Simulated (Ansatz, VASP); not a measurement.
# Ge in two plane-wave programs, part 2 of 3

Aim: how closely do two programs agree when they are given the same cell, functional and k mesh? Of the first pair: The structure shown is frame 165 of Ansatz's trajectory.

VASP 6.6.1 and Ansatz 0.2.0.

So far: The starting structure; Ansatz: dynamics, PBEsol.

**3. VASP: single point, PBEsol, pair 1**

Level of this step: PBEsol; plane waves and PAW (Ge_d) (VASP).

The same cell, functional, mesh and smearing now go to VASP, with its own data sets.

Lines of VASP's logs that name or quote its potential files are left out, and so is its time.

File INCAR:

```
SYSTEM = Ge
PREC = Accurate
ENCUT = 410
EDIFF = 1E-06
NELM = 120
ISMEAR = -1
SIGMA = 0.1
LREAL = .FALSE.
ALGO = Normal
GGA = PS
NBANDS = 244
LORBIT = 11
LWAVE = .FALSE.
LCHARG = .FALSE.
ISIF = 2
LASPH = .TRUE.
GGA_COMPAT = .FALSE.
EFERMI = MIDGAP
```

File POSCAR:

```
Ge
1.0
    8.9779155195      0.0000000000      0.0000000000
    0.0000000000      8.9779155195      0.0000000000
    0.0000000000      0.0000000000      8.9779155195
Ge
30
Direct
    0.2336659323      0.4050897998      0.8171862371
    0.0560643502      0.6177169954      0.7419552997
    0.1450590616      0.0847621030      0.1790650621
    0.5800521278      0.6062546465      0.1064269315
    0.6043089833      0.5843256142      0.4263973070
    0.6314512525      0.1004668042      0.7546598078
    0.6788681612      0.2490386544      0.2677275137
    0.4613764733      0.8445207558      0.4796753757
    0.6712665080      0.2857240074      0.9866505761
    0.2198300926      0.8048041869      0.6955456405
    0.7509695302      0.8055458958      0.5068487212
    0.5353311679      0.5142192517      0.8585272364
    0.7853495597      0.6913976843      0.8074316342
    0.4056821422      0.3058938340      0.1328529988
    0.5371212270      0.8352570242      0.8137394459
    0.2815085522      0.0666458710      0.4867929522
    0.9384345956      0.4564191979      0.5078214414
    0.3695003582      0.0304232625      0.0583789187
    0.0155414695      0.3201126134      0.9386815348
    0.8092416312      0.3972761820      0.7635605375
    0.8352629275      0.9827992367      0.0152449641
    0.5842347245      0.8889369679      0.1815762241
    0.8797957591      0.9345247214      0.7228824983
    0.0575650862      0.1648089689      0.6454377954
    0.5792599617      0.3284306912      0.5832377225
    0.3687890572      0.1641339793      0.7842174483
    0.6818094898      0.0558245931      0.4638959891
    0.1192455507      0.9755899330      0.8889450990
    0.8442813907      0.4582898994      0.2396287864
    0.1184477619      0.4084333376      0.1865208017
```

File KPOINTS:

```
Automatic mesh
0
Gamma
1 1 1
0 0 0
```

The projector-augmented-wave data sets are Ge_d (PBE family, release 64).

The run is started by

```bash
$ mpirun -np 4 vasp_gam
```

Numbers of over 12 decimals in the logs are rounded to 6 here.

Log:

```text
[banner, memory and clock lines left out]
running    4 mpi-ranks, on    1 nodes
 distrk:  each k-point on    4 cores,    1 groups
 distr:  one band on    1 cores,    4 groups

 POSCAR found type information on POSCAR Ge
 POSCAR found :  1 types and      30 ions
|                                                                             |
|               ----> ADVICE to this user running VASP <----                  |
|                                                                             |
|     You have a (more or less) 'large supercell' and for larger cells it     |
|     might be more efficient to use real-space projection operators.         |
|     Therefore, try LREAL= Auto in the INCAR file.                           |
|     Mind: For very accurate calculation, you might also keep the            |
|     reciprocal projection scheme (i.e. LREAL=.FALSE.).                      |
|                                                                             |

|                                                                             |
|               ----> ADVICE to this user running VASP <----                  |
|                                                                             |
|     You enforced a specific xc type in the INCAR file but a different       |
|     [... a line on the potential file left out ...]
|     I HOPE YOU KNOW WHAT YOU ARE DOING!                                     |
|                                                                             |

 LDA part: xc-table for (Slater+PW92), standard interpolation
 POSCAR, INCAR and KPOINTS ok, starting setup
 FFT: planning ... GRIDC
 FFT: planning ... GRID_SOFT
 FFT: planning ... GRID
 WAVECAR not read
 entering main loop
       N       E                     dE             d eps       ncg     rms          rms(c)
DAV:   1     0.747630716630E+04    0.74763E+04   -0.15854E+05   548   0.480E+03
DAV:   2     0.171993052811E+04   -0.57564E+04   -0.55255E+04   488   0.116E+03
DAV:   3     0.165595584605E+03   -0.15543E+04   -0.14988E+04   504   0.302E+02
DAV:   4    -0.115561997247E+03   -0.28116E+03   -0.26059E+03   560   0.127E+02
DAV:   5    -0.140148072237E+03   -0.24586E+02   -0.23870E+02   536   0.386E+01    0.104E+01
DAV:   6    -0.139037075428E+03    0.11110E+01   -0.97595E+00   560   0.190E+01    0.486E+00
DAV:   7    -0.138764663308E+03    0.27241E+00   -0.31316E+00   568   0.958E+00    0.154E+00
DAV:   8    -0.138761729215E+03    0.29341E-02   -0.59654E-01   568   0.952E+00    0.880E-01
DAV:   9    -0.138761303147E+03    0.42607E-03   -0.15326E-01   560   0.516E+00    0.393E-01
DAV:  10    -0.138770790453E+03   -0.94873E-02   -0.89955E-02   528   0.268E+00    0.166E-01
DAV:  11    -0.138774844862E+03   -0.40544E-02   -0.29902E-02   536   0.194E+00    0.971E-02
DAV:  12    -0.138776414214E+03   -0.15694E-02   -0.76636E-03   528   0.105E+00    0.434E-02
DAV:  13    -0.138777360346E+03   -0.94613E-03   -0.53454E-03   544   0.442E-01    0.335E-02
DAV:  14    -0.138777569611E+03   -0.20927E-03   -0.13854E-03   544   0.466E-01    0.165E-02
DAV:  15    -0.138777666611E+03   -0.97000E-04   -0.58504E-04   752   0.170E-01    0.909E-03
DAV:  16    -0.138777694372E+03   -0.27761E-04   -0.17896E-04   560   0.870E-02    0.507E-03
DAV:  17    -0.138777696247E+03   -0.18749E-05   -0.13123E-05   512   0.518E-02    0.246E-03
DAV:  18    -0.138777697501E+03   -0.12536E-05   -0.61323E-06   488   0.193E-02    0.126E-03
DAV:  19    -0.138777698288E+03   -0.78745E-06   -0.53394E-06   456   0.182E-02
   1 F= -.13877770E+03 E0= -.13858550E+03  d E =-.384397E+00
```

OUTCAR, selected parts (step 3):

```text
ion  position               nearest neighbor table
   1  0.234  0.405  0.817-  19 2.37  26 2.50   2 2.58  12 2.90
   2  0.056  0.618  0.742-  10 2.27   1 2.58  13 2.59  17 2.76
   3  0.145  0.085  0.179-  18 2.34  28 2.79  30 2.92
   4  0.580  0.606  0.106-  12 2.41  22 2.63   5 2.89
   5  0.604  0.584  0.426-  11 2.49  25 2.70   8 2.71   4 2.89
   6  0.631  0.100  0.755-  26 2.44  15 2.58  25 2.60  27 2.68   9 2.69  23 2.70
   7  0.679  0.249  0.268-  29 2.41  27 2.47   9 2.55  14 2.78
   8  0.461  0.845  0.480-  16 2.57  11 2.63   5 2.71  27 2.75
   9  0.671  0.286  0.987-   7 2.55  20 2.56  12 2.65   6 2.69  14 2.73
  10  0.220  0.805  0.696-   2 2.27  28 2.49
  11  0.751  0.806  0.507-  27 2.36   5 2.49  23 2.54   8 2.63  13 2.90
  12  0.535  0.514  0.859-   4 2.41   9 2.65  13 2.79  20 2.81   1 2.90  15 2.91
  13  0.785  0.691  0.807-  23 2.46  15 2.58   2 2.59  20 2.68  12 2.79  11 2.90
  14  0.406  0.306  0.133-  18 2.58   9 2.73  30 2.78   7 2.78
  15  0.537  0.835  0.814-  13 2.58   6 2.58  12 2.91
  16  0.282  0.067  0.487-   8 2.57  24 2.62  26 2.92
  17  0.938  0.456  0.508-  29 2.55  20 2.63   2 2.76
  18  0.370  0.030  0.058-   3 2.34  22 2.56  14 2.58  26 2.74  28 2.76
  19  0.016  0.320  0.939-   1 2.37  20 2.53  30 2.54
  20  0.809  0.397  0.764-  19 2.53   9 2.56  17 2.63  13 2.68  25 2.70  12 2.81
  21  0.835  0.983  0.015-  23 2.69  28 2.79  22 2.83
  22  0.584  0.889  0.182-  18 2.56   4 2.63  21 2.83
  23  0.880  0.935  0.723-  13 2.46  11 2.54  28 2.64  21 2.69   6 2.70  24 2.70
  24  0.058  0.165  0.645-  16 2.62  23 2.70  28 2.82
  25  0.579  0.328  0.583-   6 2.60  20 2.70   5 2.70  27 2.83
  26  0.369  0.164  0.784-   6 2.44   1 2.50  18 2.74  16 2.92
  27  0.682  0.056  0.464-  11 2.36   7 2.47   6 2.68   8 2.75  25 2.83
  28  0.119  0.976  0.889-  10 2.49  23 2.64  18 2.76  21 2.79   3 2.79  24 2.82
  29  0.844  0.458  0.240-   7 2.41  30 2.55  17 2.55
  30  0.118  0.408  0.187-  19 2.54  29 2.55  14 2.78   3 2.92

  LATTYP: Found a simple cubic cell.
 ALAT       =     8.9779155195

 Subroutine GETGRP returns: Found  1 space group operations
 (whereof  1 operations were pure point group operations)

The static configuration has the point symmetry C_1 .

 Found      1 irreducible k-points:

   k-points           NKPTS =      1   k-points in BZ     NKDIM =      1   number of bands    NBANDS=    244

   dimension x,y,z NGX =    60 NGY =   60 NGZ =   60
   dimension x,y,z NGXF=   120 NGYF=  120 NGZF=  120

   ENCUT  =  410.0 eV  30.13 Ry    5.49 a.u.  14.82 14.82 14.82*2*pi/ulx,y,z

   NELECT =     420.0000    total number of electrons

 k-points in reciprocal lattice and weights: Automatic mesh
   0.00000000  0.00000000  0.00000000       1.000

 average (electrostatic) potential at core
       1 -74.6424       2 -74.9759       3 -74.7272       4 -74.7193       5 -74.6804
       6 -74.8042       7 -74.6938       8 -74.5312       9 -74.9095      10 -74.7948
      11 -74.9446      12 -74.6901      13 -74.9723      14 -74.8005      15 -74.6689
      16 -74.7164      17 -75.0016      18 -74.7150      19 -74.9928      20 -74.8248
      21 -74.9744      22 -74.3598      23 -74.8602      24 -74.8158      25 -74.7743
      26 -74.7793      27 -74.8547      28 -74.8793      29 -74.7502      30 -74.9258

 E-fermi :   4.0192

 k-point     1 :       0.0000    0.0000    0.0000
  band No.  band energies     occupation
    ...
    207       3.2724      1.99886
    208       3.5948      1.97172
    209       3.7146      1.90926
    210       3.9899      1.14555
    211       4.0532      0.83198
    212       4.2910      0.12385
    213       4.5286      0.01220
    214       4.5975      0.00615
    215       4.8214      0.00066
    216       4.9485      0.00018
    ...

  Total        0.8028470     -5.3421521     -2.8285162      1.8865272     -0.2898544     -5.2409597
  in kB        1.7775295    -11.8276997     -6.2624275      4.1768331     -0.6417471    -11.6036564
  external PRESSURE =      -5.4375325 kB  Pullay stress =       0.0000000 kB

  energy-cutoff  :      410.00
  volume of cell :      723.65
      direct lattice vectors                 reciprocal lattice vectors
     8.977915519  0.000000000  0.000000000     0.111384430  0.000000000  0.000000000
     0.000000000  8.977915519  0.000000000     0.000000000  0.111384430  0.000000000
     0.000000000  0.000000000  8.977915519     0.000000000  0.000000000  0.111384430

 POSITION                                       TOTAL-FORCE (eV/Angst)
 -----------------------------------------------------------------------------------
      2.09783      3.63686      7.33663         1.698145      0.983056     -0.585051
      0.50334      5.54581      6.66121        -1.110717     -1.845327      0.497167
      1.30233      0.76099      1.60763        -1.221751      0.179912      1.101998
      5.20766      5.44290      0.95549         0.736135      0.795612      1.886951
      5.42543      5.24603      3.82816        -0.021209     -0.657637     -0.391920
      5.66912      0.90198      6.77527         1.402709     -0.328778      0.958667
      6.09482      2.23585      2.40364        -1.346939     -0.470889      0.485027
      4.14220      7.58204      4.30648         0.070711     -0.453439     -0.548486
      6.02657      2.56521      8.85807        -0.060349     -0.976720     -0.340121
      1.97362      7.22546      6.24455         2.520847      2.179966     -0.231418
      6.74214      7.23212      4.55045        -0.198688     -1.308092     -0.037238
      4.80616      4.61662      7.70778        -0.952455     -0.472381     -1.810146
      7.05080      6.20731      7.24905        -0.521918     -0.564531      0.509564
      3.64218      2.74629      1.19274         0.269147      0.872356      0.216143
      4.82223      7.49887      7.30568        -0.666963     -0.276696     -0.164347
      2.52736      0.59834      4.37039         0.170942      0.438830      0.304084
      8.42519      4.09769      4.55918        -0.276074     -0.484054      0.835180
      3.31734      0.27314      0.52412         1.472761     -0.470625     -0.825610
      0.13953      2.87394      8.42740        -1.234066     -0.862260      0.234367
      7.26530      3.56671      6.85518        -0.259918      0.049852     -0.710535
      7.49892      8.82349      0.13687        -1.109413      0.187325      0.315814
      5.24521      7.98080      1.63018         0.827691     -0.091545     -0.019951
      7.89873      8.39008      6.48998         0.608192      1.133681      0.116002
      0.51681      1.47964      5.79469         0.295644      0.241440      0.590189
      5.20055      2.94862      5.23626         0.404032      0.317100     -0.748853
      3.31096      1.47358      7.04064        -0.954384     -0.268046     -0.454341
      6.12123      0.50119      4.16482        -0.946986      1.010243     -0.444961
      1.07058      8.75876      7.98087         0.425658      1.113010      0.074840
      7.57989      4.11449      2.15137        -0.109250      0.972262     -0.779762
      1.06341      3.66688      1.67457         0.088466     -0.943626     -0.033255
 -----------------------------------------------------------------------------------
    total drift:                               -0.006099      0.002402      0.014221

  FREE ENERGIE OF THE ION-ELECTRON SYSTEM (eV)
  ---------------------------------------------------
  free  energy   TOTEN  =      -138.7776982880 eV

  energy  without entropy=     -138.3933011113  energy(sigma->0) =     -138.58549970

 total charge
# of ion       s       p       d       tot
------------------------------------------
    1        1.233   1.064  10.023  12.320
    2        1.228   1.078  10.038  12.345
    3        1.265   0.952  10.010  12.226
    4        1.251   0.966  10.008  12.225
    5        1.262   0.923  10.017  12.202
    6        1.196   1.111  10.053  12.359
    7        1.225   1.061  10.027  12.313
    8        1.235   0.995  10.020  12.250
    9        1.222   1.027  10.039  12.288
   10        1.228   1.050  10.020  12.298
   11        1.233   1.079  10.041  12.353
   12        1.263   0.977  10.034  12.275
   13        1.228   1.034  10.042  12.304
   14        1.274   0.907  10.010  12.190
   15        1.268   0.903  10.014  12.185
   16        1.257   0.906  10.000  12.164
   17        1.248   0.924  10.000  12.172
   18        1.194   1.128  10.034  12.355
   19        1.227   1.043  10.034  12.304
   20        1.222   1.059  10.053  12.334
   21        1.291   0.822   9.998  12.111
   22        1.242   0.957  10.004  12.203
   23        1.224   1.088  10.052  12.363
   24        1.270   0.893  10.009  12.172
   25        1.264   0.910  10.021  12.194
   26        1.237   1.010  10.033  12.280
   27        1.236   1.052  10.040  12.329
   28        1.235   1.000  10.036  12.271
   29        1.239   1.033  10.025  12.296
   30        1.271   0.929  10.002  12.202
--------------------------------------------------
tot         37.268  29.881 300.737 367.886
```

The run ends at a pressure of -0.54 GPa, with forces up to 3.3 eV/Å.

**4. Differences**

Known differences besides the potentials themselves: the cutoff is 320 eV in Ansatz and 410 eV in VASP; Ansatz makes its cores anew for this functional, VASP keeps those of its PBE data sets; Ansatz's log warns that its cutoff lies below the recommended one. Total energies have different zeros and are not compared.

Forces on 8 of the 30 atoms, those with the largest forces and the largest differences (eV/Å; atoms numbered as in POSCAR):

| atom | Ansatz x, y, z | VASP x, y, z |
| --- | --- | --- |
| Ge1 | 1.699, 0.985, -0.590 | 1.698, 0.983, -0.585 |
| Ge2 | -1.119, -1.853, 0.503 | -1.111, -1.845, 0.497 |
| Ge4 | 0.735, 0.778, 1.884 | 0.736, 0.796, 1.887 |
| Ge6 | 1.401, -0.325, 0.964 | 1.403, -0.329, 0.959 |
| Ge10 | 2.540, 2.190, -0.242 | 2.521, 2.180, -0.231 |
| Ge11 | -0.180, -1.313, -0.038 | -0.199, -1.308, -0.037 |
| Ge12 | -0.961, -0.473, -1.818 | -0.952, -0.472, -1.810 |
| Ge18 | 1.480, -0.477, -0.824 | 1.473, -0.471, -0.826 |

The forces differ by 7.6 meV/Å r.m.s., which is 0.9 % of the r.m.s. force of 0.837 eV/Å (both taken over all components).

**5. Ansatz: dynamics, PBEsol**

One frame of this run of dynamics is then solved in both programs, so the motion causes no difference.

The structure compared here is frame 330 of Ansatz's trajectory.

File input.yaml:

```yaml
crystal:
  lattice:
    - [8.9779155195, 0.0, 0.0]
    - [0.0, 8.9779155195, 0.0]
    - [0.0, 0.0, 8.9779155195]
  atoms:
    - { symbol: Ge, position: [0.2300662652, 0.315747695, 0.7761736809] }
    - { symbol: Ge, position: [0.0443248176, 0.540556138, 0.7236826296] }
    - { symbol: Ge, position: [0.105692923, 0.0751015613, 0.2625687561] }
    - { symbol: Ge, position: [0.5962446397, 0.5226410574, 0.1241827106] }
    - { symbol: Ge, position: [0.5353952143, 0.5393974297, 0.4603542434] }
    - { symbol: Ge, position: [0.6301527414, 1.025639491, 0.7209434416] }
    - { symbol: Ge, position: [0.573430975, 0.234742794, 0.4059100091] }
    - { symbol: Ge, position: [0.4451107468, 0.7740671763, 0.5975789633] }
    - { symbol: Ge, position: [0.5838038405, 0.1982845777, 0.0621260372] }
    - { symbol: Ge, position: [0.1794859352, 0.8436702045, 0.701905921] }
    - { symbol: Ge, position: [0.7413837141, 0.7149808645, 0.4033191153] }
    - { symbol: Ge, position: [0.5743003308, 0.5401441497, 0.8288163673] }
    - { symbol: Ge, position: [0.785405717, 0.675836305, 0.708679485] }
    - { symbol: Ge, position: [0.3884626915, 0.3704393893, 0.2246286913] }
    - { symbol: Ge, position: [0.5444449446, 0.8227947083, 0.8733191387] }
    - { symbol: Ge, position: [0.2323964215, 0.1076531471, 0.5599067647] }
    - { symbol: Ge, position: [-0.0186628417, 0.3896478922, 0.471179204] }
    - { symbol: Ge, position: [0.3865888494, 1.0344684832, 0.1736075175] }
    - { symbol: Ge, position: [-0.0307015337, 0.3555055106, -0.0549357763] }
    - { symbol: Ge, position: [0.691886768, 0.2784390831, 0.8143618096] }
    - { symbol: Ge, position: [0.8003283477, 0.052754737, 0.1692677802] }
    - { symbol: Ge, position: [0.6058944554, 0.8325300089, 0.161939765] }
    - { symbol: Ge, position: [0.919907732, 0.9357332791, 0.7579364821] }
    - { symbol: Ge, position: [0.9616509815, 0.2206861511, 0.6876437519] }
    - { symbol: Ge, position: [0.4767509957, 0.3416805499, 0.6502462846] }
    - { symbol: Ge, position: [0.3339928452, 0.0503347462, 0.8390847026] }
    - { symbol: Ge, position: [0.5819806599, 0.9522920795, 0.4386919336] }
    - { symbol: Ge, position: [1.0751394106, 1.0521059159, 0.9822177137] }
    - { symbol: Ge, position: [0.792145918, 0.3541181157, 0.2385725107] }
    - { symbol: Ge, position: [0.0867372976, 0.3598030772, 0.2086354319] }
kpoints:
  mp_grid: { grid: [1, 1, 1] }
scf:
  occupations: { method: fermi_dirac, width: 0.1 }
  n_extra_bands: 21
hamiltonian:
  xc: pbesol
  pseudopotentials: { kind: paw, azcp: { folder: soft_1 }, xc_functional: pbe }
output:
  forces: true
basis:
  ecutwfc: 320
md:
  timestep: 2.5
  n_steps: 495
  ensemble: nvt_langevin
  temperature: 2200
  seed: 0
```

The run is started by

```bash
$ ansatz run input.yaml --threads 8 --pin off --max-ram 23552MiB --backend cpu --events-out ev --progress --plain --runs-dir out
```

Log:

```text
[...]
Crystal: 30 atoms, lattice volume = 723.647 Å³
Basis set: ecut = 320 eV, 9435 PW (Γ), exchange–correlation on 108×108×108 points (8 copies of the dense FFT grid, shifted against one another)
Bands: 231, of which v1, the nominal top of the filled ones, is band 210 counted from 1 (209 counted from 0)
Symmetry: 1 space group operations
k-points: 1
[...]
SCF iter   1: F=—  HF=-127603.548809 eV  |F-HF|=—  |Δ(HF+E_count)|=         —  Δρ=2.25e-2  dr2=6.80e0  ethr=3.10e-3  ⟨swp⟩=6.0  Hψ=848  notcnv=0
[...]
md step    75: t =   187.50 fs  T =  1841.3 K  F+E_penalty+E_count = -127595.74713278 eV  E_kin = 7.140335 eV  (6 SCF iters)
[...]
md step    76: t =   190.00 fs  T =  1816.9 K  F+E_penalty+E_count = -127595.50528042 eV  E_kin = 7.045596 eV  (6 SCF iters)
[...]
md step    79: t =   197.50 fs  T =  1874.2 K  F+E_penalty+E_count = -127594.75416582 eV  E_kin = 7.267767 eV  (6 SCF iters)
[...]
md step    81: t =   202.50 fs  T =  1824.7 K  F+E_penalty+E_count = -127594.18153667 eV  E_kin = 7.075900 eV  (6 SCF iters)
[...]
SCF 83 converged in 6 iterations: F = -127593.97284
```

(Part 2 of 3 ends here.)

[Lines on the potential files, build, host, timing and source positions are cut from VASP's logs without a mark.]

[Logs are printed without paths, hosts, clocks, repeated set-up lines and the standing remarks that a program may print on its own settings, such as how far it seeks lower states.]

[Hosts, paths, dates, database ids (printed as entryN), source tags and the programs' standing remarks are cut or masked in the printed files.]
